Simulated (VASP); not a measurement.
A VASP calculation is set up with these files.

POSCAR:
```
Al3Sc
8.2558180
  0.5000000122   0.0000000000   0.0000000000
  0.0000000000   0.5000000122   0.0000000000
  0.0000000000   0.0000000000   0.5000000122
Sc Al
1 3
Cartesian
  0.0000000000   0.0000000000   0.0000000000
  0.0000000000   0.2500000061   0.2500000061
  0.2500000061   0.0000000000   0.2500000061
  0.2500000061   0.2500000061   0.0000000000
```

File KPOINTS:
```
Automatic
0
G
8 8 8
0 0 0
```

**INCAR**
```
! general
SYSTEM =Al3Sc
PREC   =Accurate
ENCUT  =520
LREAL  =.FALSE.   ! projection in real space or not
LASPH  =.TRUE.   ! aspherical one-centre terms

! electronic loop
EDIFF  =1E-7
NELM   =100   ! most electronic steps
ALGO   =Normal
LMAXMIX=4   ! l cut-off of mixed one-centre charges

! smearing
ISMEAR =1   ! Methfessel-Paxton
SIGMA  =0.1   ! width (eV)

! functional
GGA    =PE   ! PBE
IVDW   =12   ! D3, Becke-Johnson

! ions
ISIF   =2   ! forces and stress, cell fixed

! output
LWAVE  =.FALSE.
LCHARG =.FALSE.
```

POTCAR, in this order: Sc_sv Al (PBE.64 set). Program: vasp_std.

Question: Translate this PBE-D3(BJ) calculation to Quantum ESPRESSO's pw.x.

Answer: One equivalent input (not run):
```
&CONTROL
  calculation = 'scf'
  pseudo_dir = './pseudo'
  outdir = './out'
  tprnfor = .true.
  tstress = .true.
/
&SYSTEM
  ibrav = 0
  nat = 4
  ntyp = 2
  ecutwfc = 78
  occupations = 'smearing'
  smearing = 'methfessel-paxton'
  degauss = 0.00735
  input_dft = 'pbe'
  vdw_corr = 'grimme-d3'
  dftd3_version = 4
  dftd3_threebody = .false.
/
&ELECTRONS
  conv_thr = 7.3e-09
  electron_maxstep = 100
/
ATOMIC_SPECIES
  Sc 44.956 Sc.upf
  Al 26.982 Al.upf
CELL_PARAMETERS angstrom
     4.1279091    0.0000000    0.0000000
     0.0000000    4.1279091    0.0000000
     0.0000000    0.0000000    4.1279091
ATOMIC_POSITIONS crystal
  Sc   0.0000000  0.0000000  0.0000000
  Al   0.0000000  0.5000000  0.5000000
  Al   0.5000000  0.0000000  0.5000000
  Al   0.5000000  0.5000000  0.0000000
K_POINTS automatic
  8 8 8 0 0 0
```
The two are equivalent in intent, not identical: the potentials are each code's own (VASP's PAW set, PseudoDojo norm-conserving files in pw.x), so ENCUT and ecutwfc are chosen apart and not converted; conv_thr bounds pw.x's estimated SCF error, while EDIFF bounds the energy change between steps.

The compound is Al3Sc in the L1_2 structure. This cell is one point of a volume scan, at 1.06 of the reference volume.
